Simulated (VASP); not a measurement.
Input:

```xyz
8
Lattice="4.7926 0.0000 0.0000 0.0000 4.7926 0.0000 0.0000 0.0000 4.7926" Properties=species:S:1:pos:R:3 pbc="T T T"
Mn     3.0590     0.6627     1.7336
Mn     4.1300     4.1300     4.1300
Mn     0.6627     1.7336     3.0590
Mn     1.7336     3.0590     0.6627
Ge     1.6403     4.0366     3.1523
Ge     0.7560     0.7560     0.7560
Ge     4.0366     3.1523     1.6403
Ge     3.1523     1.6403     4.0366
```

Calculation: r2SCAN meta-GGA, VASP's PBE PAW potentials (set 64) (plane waves; VASP). Run with 400 eV cut-off, 7×7×7 Γ-centred mesh, tetrahedra with Blöchl corrections, potentials Mn_pv Ge_d.

The run has a spin-polarised start.

### Question
Give the spin-up energies of bands 51 to 64 at the high-symmetry points, in eV from the Fermi level.

### Answer

```json
[
 {"band": "51", "Γ": "-2.60", "X": "-2.44", "M": "-2.42", "R": "-2.09", "X1": "-2.44"},
 {"band": "52", "Γ": "-1.69", "X": "-2.44", "M": "-2.42", "R": "-2.09", "X1": "-2.44"},
 {"band": "53", "Γ": "-1.69", "X": "-1.91", "M": "-2.19", "R": "-1.97", "X1": "-1.91"},
 {"band": "54", "Γ": "-1.58", "X": "-1.91", "M": "-2.19", "R": "-1.97", "X1": "-1.91"},
 {"band": "55", "Γ": "-1.58", "X": "-1.47", "M": "-1.85", "R": "-1.97", "X1": "-1.47"},
 {"band": "56", "Γ": "-1.58", "X": "-1.47", "M": "-1.85", "R": "-1.97", "X1": "-1.47"},
 {"band": "57", "Γ": "-1.00", "X": "-1.32", "M": "-0.67", "R": "-1.11", "X1": "-1.32"},
 {"band": "58", "Γ": "-1.00", "X": "-1.32", "M": "-0.67", "R": "-1.11", "X1": "-1.32"},
 {"band": "59", "Γ": "-1.00", "X": "0.28", "M": "-0.43", "R": "-1.11", "X1": "0.28"},
 {"band": "60", "Γ": "1.25", "X": "0.28", "M": "-0.43", "R": "-1.11", "X1": "0.28"},
 {"band": "61", "Γ": "1.25", "X": "0.38", "M": "0.85", "R": "3.98", "X1": "0.38"},
 {"band": "62", "Γ": "1.25", "X": "0.38", "M": "0.85", "R": "3.98", "X1": "0.38"},
 {"band": "63", "Γ": "2.43", "X": "3.20", "M": "1.72", "R": "3.98", "X1": "3.20"},
 {"band": "64", "Γ": "2.43", "X": "3.20", "M": "1.72", "R": "3.98", "X1": "3.20"}
]
```

### Question
Give the spin-down energies of bands 51 to 64 at the high-symmetry points, in eV from the Fermi level.

### Answer

| band | Γ | X | M | R | X1 |
|---|---|---|---|---|---|
| 51 | -0.77 | 0.86 | 0.88 | 1.18 | 0.86 |
| 52 | 1.76 | 0.86 | 0.88 | 1.18 | 0.86 |
| 53 | 1.76 | 1.77 | 0.99 | 1.49 | 1.77 |
| 54 | 1.76 | 1.77 | 0.99 | 1.49 | 1.77 |
| 55 | 2.09 | 1.98 | 1.74 | 1.49 | 1.98 |
| 56 | 2.09 | 1.98 | 1.74 | 1.49 | 1.98 |
| 57 | 2.61 | 2.22 | 2.50 | 2.27 | 2.22 |
| 58 | 2.61 | 2.22 | 2.50 | 2.27 | 2.22 |
| 59 | 2.61 | 2.98 | 2.62 | 2.27 | 2.98 |
| 60 | 3.38 | 2.98 | 2.62 | 2.27 | 2.98 |
| 61 | 3.38 | 3.37 | 3.56 | 4.38 | 3.37 |
| 62 | 3.38 | 3.37 | 3.56 | 4.38 | 3.37 |
| 63 | 4.38 | 4.59 | 4.05 | 4.38 | 4.59 |
| 64 | 4.38 | 4.59 | 4.05 | 4.38 | 4.59 |

It has no gap at this level: it comes out as a metal or semimetal.

The structure comes from a computed database's MnGe entry (P2_13); how it stands against other phases isn't given here. It was relaxed first.
